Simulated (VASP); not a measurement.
Level of theory: r2SCAN meta-GGA, VASP's PBE PAW potentials (set 64) (plane waves; VASP).

The input files of a VASP run:

File KPOINTS:
```
Automatic mesh
0
Gamma
5 3 3
0 0 0
```

### POSCAR
```
Ga4BiAs3
1
    4.1321327654     0.0000000000     0.0000000000
    0.0000000000     4.1371867948     5.8189475616
    0.0000000000    -4.1371867948     5.8189475616
Ga Bi As
4 1 3
Direct
  0.5000000000   0.3607595392   0.3607595392
  0.0000000000   0.3670197547   0.8944804444
  0.0000000000   0.8944804444   0.3670197547
  0.5000000000   0.8761740779   0.8761740779
  0.0000000000   0.5014220754   0.5014220754
  0.0000000000   0.0003681814   0.0003681814
  0.5000000000   0.9998380675   0.4999378594
  0.5000000000   0.4999378594   0.9998380675
```

**INCAR**
```
SYSTEM = Ga4BiAs3
PREC = Accurate
ENCUT = 400
EDIFF = 1E-6
NELM = 100
ALGO = Normal
LREAL = .FALSE.
LASPH = .TRUE.
ISMEAR = 0
SIGMA = 0.05
METAGGA = R2SCAN
LMIXTAU = .TRUE.
LMAXMIX = 4
LWAVE = .FALSE.
LCHARG = .FALSE.
IBRION = 2
ISIF = 3
NSW = 60
EDIFFG = -0.02
```

POTCAR, in this order: Ga_d Bi_d As (PBE.64 set). Program: vasp_std.

Output of the run:

OUTCAR:
```
 ion  position               nearest neighbor table
   1  0.500  0.361  0.361-   7 2.44   8 2.44   5 2.64   5 2.64
   2  0.000  0.367  0.894-   6 2.47   8 2.49   8 2.49   5 2.65
   3  0.000  0.894  0.367-   6 2.47   7 2.49   7 2.49   5 2.65
   4  0.500  0.876  0.876-   6 2.52   6 2.52   8 2.54   7 2.54
   5  0.000  0.501  0.501-   1 2.64   1 2.64   3 2.65   2 2.65
   6  0.000  0.000  0.000-   2 2.47   3 2.47   4 2.52   4 2.52
   7  0.500  1.000  0.500-   1 2.44   3 2.49   3 2.49   4 2.54
   8  0.500  0.500  1.000-   1 2.44   2 2.49   2 2.49   4 2.54
  LATTYP: Found a base centered orthorhombic cell.
 ALAT       =     8.2743735896
 B/A-ratio  =     1.4064986306
 C/A-ratio  =     0.4993891949
 Subroutine PRICEL returns:
 Original cell was already a primitive cell.
 Subroutine GETGRP returns: Found  4 space group operations
The static configuration has the point symmetry C_2v.
The dynamic configuration has the point symmetry C_2v.
 Subroutine INISYM returns: Found  4 space group operations
 Subroutine IBZKPT returns following result:
 Found     12 irreducible k-points:

 Following reciprocal coordinates:
            Coordinates               Weight
  0.000000  0.000000  0.000000      1.000000
  0.200000  0.000000  0.000000      2.000000
  0.400000  0.000000  0.000000      2.000000
  0.000000  0.333333  0.000000      4.000000
  0.200000  0.333333  0.000000      8.000000
  0.400000  0.333333  0.000000      8.000000
  0.000000  0.333333  0.333333      2.000000
  0.200000  0.333333  0.333333      4.000000
  0.400000  0.333333  0.333333      4.000000
  0.000000 -0.333333  0.333333      2.000000
  0.200000 -0.333333  0.333333      4.000000
  0.400000 -0.333333  0.333333      4.000000
   k-points           NKPTS =     12   k-points in BZ     NKDIM =     12   number of bands    NBANDS=     49
   number of dos      NEDOS =    301   number of ions     NIONS =      8
   total plane-waves  NPLWV =  64512
   dimension x,y,z NGX =    28 NGY =   48 NGZ =   48
   dimension x,y,z NGXF=    56 NGYF=   96 NGZF=   96
   ions per type =               4   1   3
   PREC   = accura    normal or accurate (medium, high low for compatibility)
   ISTART =      0    job   : 0-new  1-cont  2-samecut
   ICHARG =      2    charge: 1-file 2-atom 10-const
   ISPIN  =      1    spin polarized calculation?
   LNONCOLLINEAR =      F non collinear calculations
   LSORBIT =      F    spin-orbit coupling
   INIWAV =      1    electr: 0-lowe 1-rand  2-diag
   ENCUT  =  400.0 eV  29.40 Ry    5.42 a.u.   6.74 11.64 11.64*2*pi/ulx,y,z
   NELM   =    100;   NELMIN=  2; NELMDL= -5     # of ELM steps
   EDIFF  = 0.1E-05   stopping-criterion for ELM
   LREAL  =      F    real-space projection
   NLSPLINE    = F    spline interpolate recip. space projectors
   LMAXMIX     =    4 max onsite mixed and CHGCAR
   VOSKOWN=      0    Vosko Wilk Nusair interpolation
   EDIFFG = -.2E-01   stopping-criterion for IOM
   NSW    =     60    number of steps for IOM
   NBLOCK =      1;   KBLOCK =     60    inner block; outer block
   IBRION =      2    ionic relax: 0-MD 1-quasi-New 2-CG
   NFREE  =      1    steps in history (QN), initial steepest desc. (CG)
   ISIF   =      3    stress and relaxation
   ISYM   =      2    0-nonsym 1-usesym 2-fastsym
   TEIN   =    0.0    initial temperature
   TEBEG  =    0.0;   TEEND  =   0.0 temperature during run
   SMASS  =  -3.00    Nose mass-parameter (am)
   PSTRESS=    0.0 pullay stress
   NELECT =      82.0000    total number of electrons
   EFERMI =   0.00;   METHOD = LEGACY
   ISMEAR =     0;   SIGMA  =   0.05  broadening in eV -4-tet -1-fermi 0-gaus
   IALGO  =     38    algorithm
   LDIAG  =      T    sub-space diagonalisation (order eigenvalues)
   IMIX   =      4    mixing-type and parameters
     AMIX     =   0.40;   BMIX     =  1.00
     AMIX_MAG =   1.60;   BMIX_MAG =  1.00
...
```

OSZICAR:
```
       N       E                     dE             d eps       ncg     rms          rms(c)
DAV:   1     0.607129351969E+03    0.60713E+03   -0.34476E+04  1240   0.212E+03
DAV:   2    -0.534218662098E+02   -0.66055E+03   -0.64269E+03  1273   0.579E+02
DAV:   3    -0.155326648424E+03   -0.10190E+03   -0.99287E+02  1347   0.179E+02
DAV:   4    -0.161348852836E+03   -0.60222E+01   -0.59671E+01  1430   0.474E+01
DAV:   5    -0.161572762272E+03   -0.22391E+00   -0.22347E+00  1615   0.857E+00    0.579E+00
DAV:   6    -0.155016528194E+03    0.65562E+01   -0.27915E+00  1543   0.196E+01    0.319E+00
DAV:   7    -0.147909879755E+03    0.71066E+01   -0.13844E+00  1357   0.720E+00    0.186E+00
DAV:   8    -0.150400989406E+03   -0.24911E+01   -0.14807E+00  1219   0.713E+00    0.537E-01
DAV:   9    -0.150587876403E+03   -0.18689E+00   -0.24877E-01  1351   0.282E+00    0.491E-01
DAV:  10    -0.150564837564E+03    0.23039E-01   -0.58390E-02  1303   0.154E+00    0.319E-01
DAV:  11    -0.150363680938E+03    0.20116E+00   -0.16785E-01  1194   0.214E+00    0.150E-01
DAV:  12    -0.150591973775E+03   -0.22829E+00   -0.80806E-02  1208   0.128E+00    0.147E-01
DAV:  13    -0.150591776598E+03    0.19718E-03   -0.22627E-03  1463   0.279E-01    0.146E-01
DAV:  14    -0.150590912355E+03    0.86424E-03   -0.80369E-04  1268   0.223E-01    0.612E-02
DAV:  15    -0.150593970419E+03   -0.30581E-02   -0.12797E-03  1260   0.232E-01    0.479E-02
DAV:  16    -0.150594305189E+03   -0.33477E-03   -0.39967E-04  1245   0.151E-01    0.248E-02
DAV:  17    -0.150594729213E+03   -0.42402E-03   -0.57087E-05  1408   0.480E-02    0.181E-02
DAV:  18    -0.150594824730E+03   -0.95518E-04   -0.18945E-05  1300   0.278E-02    0.920E-03
DAV:  19    -0.150594943742E+03   -0.11901E-03   -0.53817E-05  1219   0.424E-02    0.243E-03
DAV:  20    -0.150594943096E+03    0.64671E-06   -0.46065E-06  1136   0.130E-02
   1 F= -.15059494E+03 E0= -.15059494E+03  d E =-.150595E+03
       N       E                     dE             d eps       ncg     rms          rms(c)
DAV:   1    -0.150600073009E+03   -0.51293E-02   -0.12713E-01  1508   0.296E+00    0.430E-01
DAV:   2    -0.150596658917E+03    0.34141E-02   -0.14635E-02  1398   0.134E+00    0.219E-01
DAV:   3    -0.150595097171E+03    0.15617E-02   -0.25924E-03  1510   0.448E-01    0.501E-02
DAV:   4    -0.150595251447E+03   -0.15428E-03   -0.11554E-03  1260   0.225E-01    0.147E-02
DAV:   5    -0.150595399855E+03   -0.14841E-03   -0.19947E-04  1212   0.876E-02    0.807E-03
DAV:   6    -0.150595413391E+03   -0.13536E-04   -0.34883E-05  1454   0.371E-02    0.319E-03
DAV:   7    -0.150595423080E+03   -0.96895E-05   -0.14347E-05  1221   0.230E-02    0.112E-03
DAV:   8    -0.150595426259E+03   -0.31791E-05   -0.43274E-06  1006   0.137E-02    0.819E-04
DAV:   9    -0.150595428135E+03   -0.18761E-05   -0.85882E-07   813   0.687E-03    0.275E-04
DAV:  10    -0.150595428630E+03   -0.49463E-06   -0.17360E-07   709   0.306E-03
   2 F= -.15059543E+03 E0= -.15059543E+03  d E =-.485534E-03
       N       E                     dE             d eps       ncg     rms          rms(c)
DAV:   1    -0.150595528250E+03   -0.10011E-03   -0.26844E-03  1502   0.428E-01    0.625E-02
DAV:   2    -0.150595449594E+03    0.78656E-04   -0.30970E-04  1404   0.198E-01    0.318E-02
DAV:   3    -0.150595413607E+03    0.35987E-04   -0.55799E-05  1598   0.660E-02    0.731E-03
DAV:   4    -0.150595417027E+03   -0.34201E-05   -0.24104E-05  1277   0.321E-02    0.210E-03
DAV:   5    -0.150595420938E+03   -0.39104E-05   -0.39090E-06   962   0.125E-02    0.107E-03
DAV:   6    -0.150595422015E+03   -0.10779E-05   -0.61533E-07   729   0.540E-03    0.494E-04
DAV:   7    -0.150595422785E+03   -0.76986E-06   -0.25559E-07   634   0.370E-03
   3 F= -.15059542E+03 E0= -.15059542E+03  d E =-.479690E-03
       N       E                     dE             d eps       ncg     rms          rms(c)
DAV:   1    -0.150596351908E+03   -0.92989E-03   -0.38478E-02  1376   0.117E+00    0.192E-01
DAV:   2    -0.150595874543E+03    0.47737E-03   -0.18319E-03  1414   0.404E-01    0.112E-01
DAV:   3    -0.150595587563E+03    0.28698E-03   -0.43846E-04  1707   0.175E-01    0.123E-02
DAV:   4    -0.150595629400E+03   -0.41837E-04   -0.18604E-04  1227   0.941E-02    0.510E-03
DAV:   5    -0.150595646306E+03   -0.16906E-04   -0.21446E-05  1333   0.284E-02    0.280E-03
DAV:   6    -0.150595642827E+03    0.34797E-05   -0.41460E-06  1051   0.130E-02    0.946E-04
DAV:   7    -0.150595644743E+03   -0.19163E-05   -0.24086E-06   973   0.958E-03    0.418E-04
DAV:   8    -0.150595645002E+03   -0.25877E-06   -0.43249E-07   719   0.438E-03
   4 F= -.15059565E+03 E0= -.15059564E+03  d E =-.222216E-03
```

### OUTCAR
```
------------------------ aborting loop because EDIFF is reached ----------------------------------------
  FORCE on cell =-STRESS in cart. coord.  units (eV):
  Direction    XX          YY          ZZ          XY          YZ          ZX
  --------------------------------------------------------------------------------------
  Total       -0.0254026     -0.0674903     -0.0044533      0.0000000      0.0000000      0.0000000
  in kB       -0.2041733     -0.5424526     -0.0357937      0.0000000      0.0000000      0.0000000
  external PRESSURE =      -0.2608065 kB  Pullay stress =       0.0000000 kB
  volume of cell :      199.34
      direct lattice vectors                 reciprocal lattice vectors
     4.124400595  0.000000000  0.000000000     0.242459474  0.000000000  0.000000000
     0.000000000  4.140206891  5.836833920     0.000000000  0.120766912  0.085662879
     0.000000000 -4.140206891  5.836833920     0.000000000 -0.120766912  0.085662879
 POSITION                                       TOTAL-FORCE (eV/Angst)
 -----------------------------------------------------------------------------------
      2.06220      0.00000      4.21204         0.000000      0.000000     -0.010296
      0.00000     -2.18228      7.36213         0.000000      0.003076     -0.003581
      0.00000      2.18228      7.36213         0.000000     -0.003076     -0.003581
      2.06220      0.00000     10.22736         0.000000      0.000000     -0.000737
      0.00000      0.00000      5.85222         0.000000      0.000000      0.002185
      0.00000      0.00000      0.00613         0.000000      0.000000      0.007858
      2.06220      2.07044      8.75475         0.000000     -0.000138      0.004075
      2.06220     -2.07044      8.75475         0.000000      0.000138      0.004075
 -----------------------------------------------------------------------------------
    total drift:                                0.000000      0.000001     -0.045809
  FREE ENERGIE OF THE ION-ELECTRON SYSTEM (eV)
  ---------------------------------------------------
  free  energy   TOTEN  =      -150.5956450016 eV

  energy  without entropy=     -150.5956449466  energy(sigma->0) =     -150.59564497

 reached required accuracy - stopping structural energy minimisation
```
(Selected blocks of OUTCAR.)

CONTCAR:
```
Ga4BiAs3
   1.00000000000000
     4.1244005947755786    0.0000000000000000    0.0000000000000000
     0.0000000000000000    4.1402068914567813    5.8368339203632598
     0.0000000000000000   -4.1402068914567813    5.8368339203632598
  Ga              Bi              As
     4     1     3
Direct
     0.5000000000000000    0.3608156473367103    0.3608156473367103
     0.0000000000000000    0.3671141828661741    0.8942081168942098
     0.0000000000000000    0.8942081168942098    0.3671141828661741
     0.5000000000000000    0.8761048153200580    0.8761048153200580
     0.0000000000000000    0.5013176773544952    0.5013176773544952
     0.0000000000000000    0.0005249073314848    0.0005249073314848
     0.5000000000000000    0.9999979950280909    0.4999166577687822
     0.5000000000000000    0.4999166577687822    0.9999979950280909
```

The structure comes from a computed database's Ga4BiAs3 entry (Amm2); how it stands against other phases isn't given here. This run relaxes it. Symmetry was kept, so distortions that lower it aren't found. The start is the result of an earlier pass.
